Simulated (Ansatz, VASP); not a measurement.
# AlNi: VASP beside Ansatz, part 2 of 2

Aim: how closely do two programs agree when they are given the same cell, functional and k mesh? The cell is taken from a series of runs on this material, whose earlier steps may have relaxed, scaled, displaced or heated it; both programs get it as it stands.

VASP 6.6.1 and Ansatz 0.2.0.

So far: Set-up; Ansatz: zone-centre phonons, PBEsol.

## 3. VASP: zone-centre phonons, PBEsol

Level of this step: PBEsol, no spin polarisation; plane waves and PAW (Al, Ni) (VASP).

The same cell, functional, mesh and smearing now go to VASP, with its own data sets.

Lines of VASP's logs that name or quote its potential files are left out, and so is its time.

File INCAR:

```
SYSTEM = AlNi
PREC = Accurate
ENCUT = 600
EDIFF = 1E-08
NELM = 120
ISMEAR = 1
SIGMA = 0.2
LREAL = .FALSE.
ALGO = Normal
GGA = PS
NBANDS = 12
LASPH = .TRUE.
LORBIT = 11
LWAVE = .FALSE.
LCHARG = .FALSE.
ISIF = 2
IBRION = 8
GGA_COMPAT = .FALSE.
KPAR = 2
```

File POSCAR:

```
AlNi
1.0
    2.9762086409      0.0000000000      0.0000000000
    0.0000000000      2.9762086409      0.0000000000
    0.0000000000      0.0000000000      2.7387397548
Al Ni
1 1
Direct
    0.0000000000      0.0000000000      0.0000000000
    0.5000000000      0.5000000000      0.5000000000
```

File KPOINTS:

```
Automatic mesh
0
Gamma
16 16 16
0 0 0
```

PAW data sets: Al and Ni (PBE family, release 64).

On the command line:

```bash
mpirun -np 2 vasp_std
```

Numbers of over 12 decimals in the logs are rounded to 6 here.

What it wrote:

```text
[banner, memory and clock lines left out]
running    2 mpi-ranks, on    1 nodes
 distrk:  each k-point on    1 cores,    2 groups
 distr:  one band on    1 cores,    1 groups

 POSCAR found type information on POSCAR AlNi
 POSCAR found :  2 types and       2 ions
|                                                                             |
|               ----> ADVICE to this user running VASP <----                  |
|                                                                             |
|     You enforced a specific xc type in the INCAR file but a different       |
|     [... a line on the potential file left out ...]
|     I HOPE YOU KNOW WHAT YOU ARE DOING!                                     |
|                                                                             |

 LDA part: xc-table for (Slater+PW92), standard interpolation
 POSCAR, INCAR and KPOINTS ok, starting setup
 FFT: planning ... GRIDC
 FFT: planning ... GRID_SOFT
 FFT: planning ... GRID
 WAVECAR not read
 entering main loop
       N       E                     dE             d eps       ncg     rms          rms(c)
DAV:   1     0.433485558970E+02    0.43349E+02   -0.60713E+03  9808   0.126E+03
DAV:   2    -0.114001584162E+02   -0.54749E+02   -0.50513E+02  9940   0.204E+02
DAV:   3    -0.131598586658E+02   -0.17597E+01   -0.17378E+01 11888   0.431E+01
DAV:   4    -0.131856864841E+02   -0.25828E-01   -0.25817E-01 10912   0.466E+00
DAV:   5    -0.131864427103E+02   -0.75623E-03   -0.75620E-03 11760   0.888E-01    0.128E+01
DAV:   6    -0.155459956272E+02   -0.23596E+01   -0.57641E+01 10812   0.120E+02    0.172E+01
DAV:   7    -0.115805328009E+02    0.39655E+01   -0.16432E+01 11004   0.708E+01    0.133E+00
DAV:   8    -0.115567595370E+02    0.23773E-01   -0.45581E-01 11928   0.809E+00    0.988E-01
DAV:   9    -0.115423682038E+02    0.14391E-01   -0.48573E-02 11792   0.312E+00    0.231E-01
DAV:  10    -0.115417694325E+02    0.59877E-03   -0.21486E-03 12760   0.680E-01    0.895E-02
DAV:  11    -0.115417569807E+02    0.12452E-04   -0.81391E-05 12900   0.104E-01    0.191E-02
DAV:  12    -0.115417554721E+02    0.15086E-05   -0.51662E-06 12704   0.333E-02    0.501E-03
DAV:  13    -0.115417550957E+02    0.37638E-06   -0.31107E-07 13536   0.793E-03    0.101E-03
DAV:  14    -0.115417550628E+02    0.32906E-07   -0.26753E-08  6956   0.229E-03    0.667E-04
DAV:  15    -0.115417550779E+02   -0.15114E-07   -0.50972E-09  5684   0.125E-03    0.161E-04
DAV:  16    -0.115417550809E+02   -0.29358E-08   -0.61192E-10  5368   0.249E-04
   1 F= -.11541755E+02 E0= -.11541873E+02  d E =0.352342E-03
 Linear response reoptimize wavefunctions to high precision
DAV:   1    -0.115417550837E+02   -0.28833E-08   -0.31197E-10  5904   0.273E-04
DAV:   2    -0.115417550837E+02   -0.10232E-10   -0.38490E-11  5276   0.628E-05
 Linear response DOF=           4
 Linear response progress:
  Degree of freedom:   1/  4
       N       E                     dE             d eps       ncg     rms          rms(c)
RMM:   1    -0.623701261275E-02   -0.62370E-02    0.52792E-03 39199   0.670E-01
RMM:   2    -0.590351210178E-02    0.33350E-03   -0.25681E-05 26404   0.247E-01    0.615E-02
RMM:   3    -0.589949513546E-02    0.40170E-05   -0.12556E-04 28486   0.883E-02    0.298E-02
RMM:   4    -0.597349774180E-02   -0.74003E-04   -0.46420E-05 28470   0.513E-02    0.637E-03
RMM:   5    -0.597829498353E-02   -0.47972E-05   -0.26665E-06 28895   0.123E-02    0.151E-03
RMM:   6    -0.597813136349E-02    0.16362E-06   -0.12627E-07 28515   0.295E-03    0.925E-04
RMM:   7    -0.597807722299E-02    0.54141E-07   -0.18809E-08 27078   0.137E-03    0.735E-04
RMM:   8    -0.597798470694E-02    0.92516E-07   -0.32832E-09 30048   0.453E-04    0.206E-04
RMM:   9    -0.597825216835E-02   -0.26746E-06   -0.46200E-10 30390   0.142E-04    0.128E-05
RMM:  10    -0.597821825956E-02    0.33909E-07   -0.17406E-11 30577   0.469E-05    0.663E-06
RMM:  11    -0.597823925817E-02   -0.20999E-07   -0.66457E-11 30476   0.192E-05    0.155E-06
RMM:  12    -0.597823545461E-02    0.38036E-08   -0.32315E-11 30422   0.726E-06    0.129E-06
 first order change of Fermi-energy   0.19079E-04
 force on displaced ion       1 direction 1 :  -5.345   0.000   0.000
 Linear response progress:
  Degree of freedom:   2/  4
       N       E                     dE             d eps       ncg     rms          rms(c)
RMM:   1    -0.478133342374E-02   -0.47813E-02   -0.38814E-04 21370   0.533E-01
RMM:   2    -0.457809213672E-02    0.20324E-03   -0.14646E-04 14871   0.186E-01    0.484E-02
RMM:   3    -0.458293722095E-02   -0.48451E-05   -0.61030E-05 15845   0.610E-02    0.260E-02
RMM:   4    -0.464086395280E-02   -0.57927E-04   -0.23414E-05 15725   0.375E-02    0.518E-03
RMM:   5    -0.464616314719E-02   -0.52992E-05   -0.12117E-06 16174   0.899E-03    0.205E-03
RMM:   6    -0.464669683369E-02   -0.53369E-06   -0.52938E-08 14296   0.438E-03    0.138E-03
RMM:   7    -0.464669397857E-02    0.28551E-08   -0.26386E-08 14144   0.265E-03    0.316E-04
 first order change of Fermi-energy  -0.18465E-03
 force on displaced ion       1 direction 3 :  -0.000   0.000  -5.289
 Linear response progress:
  Degree of freedom:   3/  4
       N       E                     dE             d eps       ncg     rms          rms(c)
RMM:   1    -0.187690658901E+00   -0.18769E+00   -0.10211E-01 25950   0.266E+00
RMM:   2    -0.185997813958E+00    0.16928E-02   -0.16682E-03 25808   0.505E-01    0.133E-01
RMM:   3    -0.186041816138E+00   -0.44002E-04   -0.13170E-04 27716   0.966E-02    0.784E-02
RMM:   4    -0.186499789342E+00   -0.45797E-03   -0.17004E-04 29706   0.101E-01    0.549E-03
RMM:   5    -0.186478730059E+00    0.21059E-04   -0.33325E-06 30354   0.189E-02    0.327E-03
RMM:   6    -0.186472083564E+00    0.66465E-05   -0.24756E-07 27803   0.599E-03    0.238E-03
RMM:   7    -0.186462479242E+00    0.96043E-05   -0.11523E-07 28984   0.401E-03    0.512E-04
RMM:   8    -0.186457105278E+00    0.53740E-05   -0.10893E-08 31170   0.922E-04    0.106E-04
RMM:   9    -0.186456361639E+00    0.74364E-06   -0.10507E-09 31406   0.234E-04    0.279E-05
RMM:  10    -0.186456115822E+00    0.24582E-06   -0.58630E-11 32078   0.608E-05    0.111E-05
RMM:  11    -0.186456146476E+00   -0.30653E-07   -0.82128E-11 31974   0.245E-05    0.230E-06
RMM:  12    -0.186456142914E+00    0.35615E-08   -0.53931E-11 32023   0.124E-05    0.783E-07
 first order change of Fermi-energy   0.47625E-03
 force on displaced ion       2 direction 1 :  -5.343   0.000   0.000
 Linear response progress:
  Degree of freedom:   4/  4
       N       E                     dE             d eps       ncg     rms          rms(c)
RMM:   1    -0.183804881240E+00   -0.18380E+00   -0.96177E-02 14473   0.266E+00
RMM:   2    -0.182846434013E+00    0.95845E-03   -0.16803E-03 14410   0.476E-01    0.123E-01
RMM:   3    -0.182751306448E+00    0.95128E-04   -0.12175E-04 15302   0.965E-02    0.731E-02
RMM:   4    -0.183029884787E+00   -0.27858E-03   -0.20204E-04 16291   0.113E-01    0.705E-03
RMM:   5    -0.183024875354E+00    0.50094E-05   -0.41522E-06 16667   0.219E-02    0.495E-03
RMM:   6    -0.183013479624E+00    0.11396E-04   -0.19361E-07 15157   0.535E-03    0.280E-03
RMM:   7    -0.183006962104E+00    0.65175E-05   -0.73097E-08 14545   0.327E-03    0.580E-04
RMM:   8    -0.183001780208E+00    0.51819E-05   -0.21554E-08 17231   0.122E-03    0.185E-04
RMM:   9    -0.183000418046E+00    0.13622E-05   -0.59704E-09 16874   0.547E-04    0.528E-05
RMM:  10    -0.183000554952E+00   -0.13691E-06   -0.54230E-10 17253   0.177E-04    0.259E-05
RMM:  11    -0.183000288740E+00    0.26621E-06   -0.78852E-11 17550   0.588E-05    0.361E-06
RMM:  12    -0.183000333300E+00   -0.44560E-07   -0.33201E-11 17779   0.231E-05    0.123E-06
RMM:  13    -0.183000334689E+00   -0.13886E-08   -0.77899E-12 16868   0.108E-05    0.717E-07
 first order change of Fermi-energy   0.26638E-02
 force on displaced ion       2 direction 3 :   0.000   0.000  -5.323
 Linear response finished
```

OUTCAR, selected parts (step 3):

```text
ion  position               nearest neighbor table
   1  0.000  0.000  0.000-   2 2.51   2 2.51   2 2.51   2 2.51   2 2.51   2 2.51   2 2.51   2 2.51

  LATTYP: Found a simple tetragonal cell.
 ALAT       =     2.9762086409
 C/A-ratio  =     0.9202109413

 Subroutine GETGRP returns: Found 16 space group operations
 (whereof 16 operations were pure point group operations)

The static configuration has the point symmetry D_4h.

 Found    405 irreducible k-points:

   k-points           NKPTS =    405   k-points in BZ     NKDIM =    405   number of bands    NBANDS=     12

   dimension x,y,z NGX =    24 NGY =   24 NGZ =   24
   dimension x,y,z NGXF=    48 NGYF=   48 NGZF=   48

   ENCUT  =  600.0 eV  44.10 Ry    6.64 a.u.   5.94  5.94  5.47*2*pi/ulx,y,z

   NELECT =      13.0000    total number of electrons

 k-points in reciprocal lattice and weights: Automatic mesh
   0.00000000  0.00000000  0.00000000       0.000
   0.06250000  0.00000000  0.00000000       0.001
   0.12500000  0.00000000  0.00000000       0.001
   0.18750000  0.00000000  0.00000000       0.001
   0.25000000  0.00000000  0.00000000       0.001
   0.31250000  0.00000000  0.00000000       0.001
   0.37500000  0.00000000  0.00000000       0.001
   0.43750000  0.00000000  0.00000000       0.001
   0.50000000  0.00000000  0.00000000       0.000
[...]
0.50000000  0.43750000  0.50000000       0.001
   0.50000000  0.50000000  0.50000000       0.000

 average (electrostatic) potential at core
       1 -70.0343       2 -81.4876

  Total       -1.1393483     -1.1393483      0.0377357      0.0000000     -0.0000000      0.0000000
  in kB      -75.2470675    -75.2470675      2.4922145      0.0000000     -0.0000000      0.0000000
  external PRESSURE =     -49.3339735 kB  Pullay stress =       0.0000000 kB

  energy-cutoff  :      600.00
  volume of cell :       24.26
      direct lattice vectors                 reciprocal lattice vectors
     2.976208641  0.000000000  0.000000000     0.335997949  0.000000000  0.000000000
     0.000000000  2.976208641  0.000000000     0.000000000  0.335997949  0.000000000
     0.000000000  0.000000000  2.738739755     0.000000000  0.000000000  0.365131443

 POSITION                                       TOTAL-FORCE (eV/Angst)
 -----------------------------------------------------------------------------------
      0.00000      0.00000      0.00000         0.000000      0.000000      0.000000
      1.48810      1.48810      1.36937         0.000000      0.000000      0.000000
 -----------------------------------------------------------------------------------
    total drift:                                0.000000     -0.000000     -0.000000

 Eigenvectors and eigenvalues of the dynamical matrix
 ----------------------------------------------------

   1 f  =    8.406168 THz    52.817509 2PiTHz  280.399568 cm-1    34.765100 meV
             X         Y         Z           dx          dy          dz
      0.000000  0.000000  0.000000    -0.827741    0.000008   -0.000000
      1.488104  1.488104  1.369370     0.561111   -0.000006    0.000000

   2 f  =    8.406168 THz    52.817509 2PiTHz  280.399568 cm-1    34.765100 meV
             X         Y         Z           dx          dy          dz
      0.000000  0.000000  0.000000     0.000008    0.827741    0.000000
      1.488104  1.488104  1.369370    -0.000006   -0.561111    0.000000

   3 f  =    8.371274 THz    52.598264 2PiTHz  279.235635 cm-1    34.620791 meV
             X         Y         Z           dx          dy          dz
      0.000000  0.000000  0.000000    -0.000000    0.000000    0.826855
      1.488104  1.488104  1.369370     0.000000    0.000000   -0.562416

   4 f/i=    0.000830 THz     0.005216 2PiTHz    0.027689 cm-1     0.003433 meV
             X         Y         Z           dx          dy          dz
      0.000000  0.000000  0.000000    -0.560366    0.028912    0.000000
      1.488104  1.488104  1.369370    -0.826641    0.042651    0.000000

   5 f/i=    0.000830 THz     0.005216 2PiTHz    0.027689 cm-1     0.003433 meV
             X         Y         Z           dx          dy          dz
      0.000000  0.000000  0.000000    -0.028912   -0.560366    0.000000
      1.488104  1.488104  1.369370    -0.042651   -0.826641    0.000000

   6 f/i=    0.012373 THz     0.077742 2PiTHz    0.412720 cm-1     0.051171 meV
             X         Y         Z           dx          dy          dz
      0.000000  0.000000  0.000000     0.000000    0.000000   -0.562416
      1.488104  1.488104  1.369370    -0.000000    0.000000   -0.826855

 ELASTIC MODULI CONTR FROM IONIC RELAXATION (kBar)
 Direction    XX          YY          ZZ          XY          YZ          ZX
 --------------------------------------------------------------------------------
 XX           0.0000      0.0000      0.0000      0.0000      0.0000      0.0000
 YY           0.0000      0.0000      0.0000      0.0000      0.0000      0.0000
 ZZ           0.0000      0.0000      0.0000      0.0000      0.0000      0.0000
 XY           0.0000      0.0000      0.0000      0.0000      0.0000      0.0000
 YZ           0.0000      0.0000      0.0000      0.0000      0.0000      0.0000
 ZX           0.0000      0.0000      0.0000      0.0000      0.0000      0.0000
 --------------------------------------------------------------------------------
```

This run has no spin polarisation, so a moment on Ni, if there is one, isn't seen. Its electron count is odd, so without a moment it is a metal by construction.

## 4. Comparison

Known differences besides the potentials themselves: the data sets hold 21 valence electrons in Ansatz (on its PAW soft_1 files) and 13 in VASP; the cutoff is 420 eV in Ansatz and 600 eV in VASP; Ansatz makes its cores anew for this functional, VASP keeps those of its PBE data sets. Total energies have different zeros and are not compared.

Both answers:

```
                  quantity  Ansatz   VASP  difference
     optical mode 1 (cm⁻¹)   278.4  279.2     -0.29 %
optical mode 2 to 3 (cm⁻¹)   279.2  280.4     -0.43 %
```

Modes are paired by rising frequency, not by their patterns, so a pair may set unlike modes beside each other; they are those without the splitting of longitudinal modes.

## 5. What came out

```yaml
r_m_s_difference_of_the_optical_zone_centre_modes_each_program_s_sorted_by_frequency_zone_centre_phonons_pbesol: 1.1 cm⁻¹
```

**Reading.** The r.m.s. difference of the optical zone-centre modes, each program's sorted by frequency is 1.1 cm⁻¹ (zone-centre phonons, PBEsol). The data sets hold unlike numbers of valence electrons (21 in Ansatz and 13 in VASP), so part of the differences comes from the potentials. Such differences can come from data sets, numerical settings and the points named under the comparisons, not from the functional's error against experiment.

[Lines on the potential files, build, host, timing and source positions are cut from VASP's logs without a mark.]

[Logs are printed without paths, hosts, clocks, repeated set-up lines and the standing remarks that a program may print on its own settings, such as how far it seeks lower states.]

[Hosts, paths, dates, database ids (printed as entryN), source tags and the programs' standing remarks are cut or masked in the printed files.]
